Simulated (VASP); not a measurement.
```yaml
crystal:
  lattice:
    - [3.47278, 0.00000, 0.00000]
    - [0.00000, 3.59105, 0.00000]
    - [0.00000, 0.00000, 21.01043]
  atoms:
    - { symbol: Si, position: [0.49991, 0.00000, 0.55717] }
    - { symbol: Si, position: [0.00009, 0.50000, 0.55717] }
    - { symbol: Si, position: [0.50009, 0.00000, 0.44283] }
    - { symbol: Si, position: [0.99991, 0.50000, 0.44283] }
```

These are r2SCAN meta-GGA, VASP's PBE PAW potentials (set 64) (plane waves; VASP 6.6.1) values and carry that method's errors. Run with 400 eV cut-off, 10×10×1 Γ-centred mesh, tetrahedra with Blöchl corrections, potentials Si.

The cell holds a wide vacuum, so values per volume refer to the whole cell.

Q: Give the energies of bands 3 to 11 at the high-symmetry points, in eV from the Fermi level.

A: 
| band | Γ | X | Z | U |
|---|---|---|---|---|
| 3 | -4.72 | -7.54 | -7.34 | -6.33 |
| 4 | -2.77 | -7.54 | -7.34 | -6.33 |
| 5 | -2.57 | -2.11 | -1.96 | -4.92 |
| 6 | -2.08 | -2.11 | -1.96 | -4.92 |
| 7 | -0.51 | 0.66 | 0.17 | -4.06 |
| 8 | 0.18 | 0.66 | 0.17 | -4.06 |
| 9 | 0.64 | 2.85 | 2.36 | -0.40 |
| 10 | 1.93 | 2.87 | 2.36 | -0.40 |
| 11 | 2.47 | 3.00 | 2.47 | 3.53 |

It has no gap at this level: it comes out as a metal or semimetal.

The cell is a sheet with vacuum, built from a generated structure.
